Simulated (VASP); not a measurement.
Here is the system:

```yaml
crystal:
  lattice:
    - [1.23474, -2.13863, 0.00000]
    - [1.23474, 2.13863, 0.00000]
    - [0.00000, 0.00000, 4.08738]
  atoms:
    - { symbol: B, position: [0.66667, 0.33333, 0.50047] }
    - { symbol: B, position: [0.33333, 0.66667, 0.00047] }
    - { symbol: N, position: [0.66667, 0.33333, 0.87453] }
    - { symbol: N, position: [0.33333, 0.66667, 0.37453] }
```

Method: LDA (Ceperley-Alder, Perdew-Zunger), VASP's LDA PAW potentials (set 64) (plane waves; VASP). Numerical set-up: 620 eV cut-off, 10×10×6 Γ-centred mesh, Gaussian smearing of 0.050 eV, potentials B N.

Question: Predict the energy per atom (σ→0), pressure.

Answer: 
| Property | Result |
|---|---|
| energy per atom (σ→0) | -9.657 eV/atom |
| pressure | 29.95 GPa |

The compound is BN in the wurtzite structure, a metastable high-pressure form. It was relaxed first under an external pressure of 30 GPa.
